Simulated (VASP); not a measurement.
```
CELL_PARAMETERS angstrom
      0.00000     2.79999     2.79999
      2.79999     0.00000     2.79999
      2.79999     2.79999     0.00000
ATOMIC_POSITIONS crystal
  Cu 0.00000 0.00000 0.00000
  Cl 0.25000 0.25000 0.25000
```

Level of theory: vdW-DF2, VASP's PBE PAW potentials (set 64) (plane waves; VASP). Numerical set-up: 520 eV cut-off, 8×8×8 Γ-centred mesh, Gaussian smearing of 0.050 eV, potentials Cu Cl.

Problem. The job: CuCl (zinc blende), 2 atoms, vdW-DF2, static run, 520 eV, 8×8×8 Γ-centred mesh. Roughly how much core time does it take on a busy server core?

Solution. About 30 core-seconds (one run on a shared machine, a rough figure). It had 29 irreducible k-points, 13 bands, up to 1243 plane waves and 14 electronic steps.

The compound is CuCl in the zinc blende structure. It was relaxed first, which changed the volume by +11 %.
